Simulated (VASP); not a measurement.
Output of a VASP run:

**OUTCAR**
```
 ion  position               nearest neighbor table
   1  0.667  0.333  0.750-   2 2.71   2 2.71   2 2.71   2 2.71   2 2.71   2 2.71
   2  0.333  0.667  0.250-   1 2.71   1 2.71   1 2.71   1 2.71   1 2.71   1 2.71
  LATTYP: Found a hexagonal cell.
 ALAT       =     2.7400000000
 C/A-ratio  =     1.6021897810
 Subroutine PRICEL returns:
 Original cell was already a primitive cell.
 Subroutine GETGRP returns: Found 24 space group operations
The static configuration has the point symmetry D_3d.
 The point group associated with its full space group is D_6h.
The dynamic configuration has the point symmetry D_3d.
 Subroutine INISYM returns: Found 24 space group operations
 Subroutine IBZKPT returns following result:
 Found    120 irreducible k-points:

 Following reciprocal coordinates:
            Coordinates               Weight
  0.000000  0.000000  0.000000      1.000000
  0.071429 -0.000000  0.000000      6.000000
  0.142857 -0.000000  0.000000      6.000000
  0.214286 -0.000000  0.000000      6.000000
  0.285714  0.000000  0.000000      6.000000
  0.357143  0.000000  0.000000      6.000000
  0.428571 -0.000000  0.000000      6.000000
  0.500000  0.000000  0.000000      3.000000
  0.071429  0.071429  0.000000      6.000000
  0.142857  0.071429  0.000000     12.000000
  0.214286  0.071429  0.000000     12.000000
  0.285714  0.071429  0.000000     12.000000
  0.357143  0.071429  0.000000     12.000000
  0.428571  0.071429  0.000000     12.000000
  0.142857  0.142857  0.000000      6.000000
  0.214286  0.142857  0.000000     12.000000
  0.285714  0.142857  0.000000     12.000000
  0.357143  0.142857  0.000000     12.000000
  0.428571  0.142857  0.000000      6.000000
  0.214286  0.214286  0.000000      6.000000
  0.285714  0.214286  0.000000     12.000000
  0.357143  0.214286  0.000000     12.000000
  0.285714  0.285714  0.000000      6.000000
  0.357143  0.285714  0.000000      6.000000
  0.000000  0.000000  0.125000      2.000000
  0.071429 -0.000000  0.125000     12.000000
  0.142857 -0.000000  0.125000     12.000000
  0.214286 -0.000000  0.125000     12.000000
  0.285714  0.000000  0.125000     12.000000
  0.357143  0.000000  0.125000     12.000000
  0.428571 -0.000000  0.125000     12.000000
  0.500000  0.000000  0.125000      6.000000
  0.071429  0.071429  0.125000     12.000000
  0.142857  0.071429  0.125000     24.000000
  0.214286  0.071429  0.125000     24.000000
  0.285714  0.071429  0.125000     24.000000
  0.357143  0.071429  0.125000     24.000000
  0.428571  0.071429  0.125000     24.000000
  0.142857  0.142857  0.125000     12.000000
  0.214286  0.142857  0.125000     24.000000
   k-points           NKPTS =    120   k-points in BZ     NKDIM =    120   number of bands    NBANDS=     17
   number of dos      NEDOS =    301   number of ions     NIONS =      2
   total plane-waves  NPLWV =  12800
   dimension x,y,z NGX =    20 NGY =   20 NGZ =   32
   dimension x,y,z NGXF=    40 NGYF=   40 NGZF=   64
   ions per type =               2
   PREC   = accura    normal or accurate (medium, high low for compatibility)
   ISTART =      0    job   : 0-new  1-cont  2-samecut
   ICHARG =      2    charge: 1-file 2-atom 10-const
   ISPIN  =      1    spin polarized calculation?
   LNONCOLLINEAR =      F non collinear calculations
   LSORBIT =      F    spin-orbit coupling
   INIWAV =      1    electr: 0-lowe 1-rand  2-diag
   ENCUT  =  480.0 eV  35.28 Ry    5.94 a.u.   4.89  4.89  7.84*2*pi/ulx,y,z
   NELM   =    100;   NELMIN=  2; NELMDL= -5     # of ELM steps
   EDIFF  = 0.1E-05   stopping-criterion for ELM
   LREAL  =      F    real-space projection
   NLSPLINE    = F    spline interpolate recip. space projectors
   LMAXMIX     =    4 max onsite mixed and CHGCAR
   VOSKOWN=      0    Vosko Wilk Nusair interpolation
   EDIFFG = -.1E-01   stopping-criterion for IOM
   NSW    =     60    number of steps for IOM
...
```

**OSZICAR**
```
       N       E                     dE             d eps       ncg     rms          rms(c)
DAV:   1     0.302050875093E+03    0.30205E+03   -0.16151E+04  4096   0.152E+03
DAV:   2    -0.144922870952E+02   -0.31654E+03   -0.31351E+03  4505   0.443E+02
DAV:   3    -0.220696777737E+02   -0.75774E+01   -0.73650E+01  5004   0.794E+01
DAV:   4    -0.221483404105E+02   -0.78663E-01   -0.74254E-01  4438   0.744E+00
DAV:   5    -0.221490624414E+02   -0.72203E-03   -0.72186E-03  4558   0.683E-01    0.237E+01
DAV:   6    -0.208569301498E+02    0.12921E+01   -0.31400E+00  4333   0.176E+01    0.739E+00
DAV:   7    -0.207061663004E+02    0.15076E+00   -0.59521E-01  4662   0.694E+00    0.876E-01
DAV:   8    -0.206971062010E+02    0.90601E-02   -0.10834E-02  4192   0.115E+00    0.294E-01
DAV:   9    -0.206970602338E+02    0.45967E-04   -0.54017E-04  4831   0.207E-01    0.212E-02
DAV:  10    -0.206970551401E+02    0.50937E-05   -0.14518E-05  4332   0.334E-02    0.870E-03
DAV:  11    -0.206970544019E+02    0.73815E-06   -0.49372E-07  2190   0.818E-03
   1 F= -.20697054E+02 E0= -.20696661E+02  d E =-.206971E+02
       N       E                     dE             d eps       ncg     rms          rms(c)
DAV:   1    -0.210346125746E+02   -0.33756E+00   -0.10147E+01  4256   0.389E+01    0.602E+00
DAV:   2    -0.206903823341E+02    0.34423E+00   -0.10400E+00  4285   0.104E+01    0.892E-01
DAV:   3    -0.206779608858E+02    0.12421E-01   -0.11155E-01  4469   0.311E+00    0.824E-01
DAV:   4    -0.206838368572E+02   -0.58760E-02   -0.57831E-03  4142   0.591E-01    0.164E-01
DAV:   5    -0.206837809686E+02    0.55889E-04   -0.12672E-03  4538   0.333E-01    0.563E-02
DAV:   6    -0.206838381768E+02   -0.57208E-04   -0.85683E-05  4124   0.745E-02    0.514E-03
DAV:   7    -0.206838385674E+02   -0.39057E-06   -0.75975E-07  2411   0.732E-03
   2 F= -.20683839E+02 E0= -.20683398E+02  d E =0.132158E-01
       N       E                     dE             d eps       ncg     rms          rms(c)
DAV:   1    -0.208951522609E+02   -0.21131E+00   -0.55162E+00  4201   0.280E+01    0.484E+00
DAV:   2    -0.207022899524E+02    0.19286E+00   -0.56976E-01  4228   0.784E+00    0.671E-01
DAV:   3    -0.206951801633E+02    0.71098E-02   -0.59964E-02  4483   0.230E+00    0.706E-01
DAV:   4    -0.206985452709E+02   -0.33651E-02   -0.26019E-03  4166   0.416E-01    0.484E-02
DAV:   5    -0.206987551602E+02   -0.20989E-03   -0.63449E-04  4546   0.229E-01    0.268E-02
DAV:   6    -0.206987624912E+02   -0.73311E-05   -0.44773E-05  4185   0.622E-02    0.995E-03
DAV:   7    -0.206987619332E+02    0.55804E-06   -0.74493E-07  2279   0.849E-03
   3 F= -.20698762E+02 E0= -.20698352E+02  d E =-.170753E-02
```

OUTCAR:
```
------------------------ aborting loop because EDIFF is reached ----------------------------------------
  FORCE on cell =-STRESS in cart. coord.  units (eV):
  Direction    XX          YY          ZZ          XY          YZ          ZX
  --------------------------------------------------------------------------------------
  Total        0.0038626      0.0038626     -0.0080837     -0.0000000      0.0000000     -0.0000000
  in kB        0.2150926      0.2150927     -0.4501525     -0.0000000      0.0000000     -0.0000000
  external PRESSURE =      -0.0066558 kB  Pullay stress =       0.0000000 kB
  volume of cell :       28.77
      direct lattice vectors                 reciprocal lattice vectors
     2.747386967 -0.000000000  0.000000000     0.363982217  0.210145196  0.000000000
    -1.373693484  2.379307305  0.000000000     0.000000000  0.420290392  0.000000000
    -0.000000000 -0.000000000  4.401397194    -0.000000000 -0.000000000  0.227200581
 POSITION                                       TOTAL-FORCE (eV/Angst)
 -----------------------------------------------------------------------------------
      1.37369      0.79310      3.30105        -0.000000      0.000000      0.000000
     -0.00000      1.58621      1.10035         0.000000     -0.000000      0.000000
 -----------------------------------------------------------------------------------
    total drift:                               -0.000537      0.000310     -0.000044
  FREE ENERGIE OF THE ION-ELECTRON SYSTEM (eV)
  ---------------------------------------------------
  free  energy   TOTEN  =       -20.6987619332 eV

  energy  without entropy=      -20.6975332053  energy(sigma->0) =      -20.69835236

 reached required accuracy - stopping structural energy minimisation
```
(Selected blocks of OUTCAR.)

POSCAR:
```
Tc
1
    2.7400000000     0.0000000000     0.0000000000
   -1.3700000000     2.3729100000     0.0000000000
    0.0000000000     0.0000000000     4.3900000000
Tc
2
Direct
  0.6666670000   0.3333330000   0.7500000000
  0.3333330000   0.6666670000   0.2500000000
```

Task: Write an INCAR and KPOINTS that could have produced this output.

Result: One answer among several that fit: the input of the run itself, PBE GGA, plane waves, VASP's PBE PAW potentials (set 64).

File KPOINTS:
```
Automatic mesh
0
Gamma
14 14 8
0 0 0
```

INCAR:
```
ALGO = Normal
EDIFF = 1E-6
EDIFFG = -0.01
ENCUT = 480
GGA = PE
IBRION = 2
ISIF = 3
ISMEAR = 1
LASPH = .True.
LCHARG = .False.
LMAXMIX = 4
LREAL = .False.
LWAVE = .False.
NELM = 100
NSW = 60
PREC = Accurate
SIGMA = 0.1
SYSTEM = Tc
```

POTCAR, in this order: Tc_pv (PBE.64 set). Program: vasp_std.

The compound is Tc in the hcp structure. This run relaxes it. Symmetry was kept, so distortions that lower it aren't found.
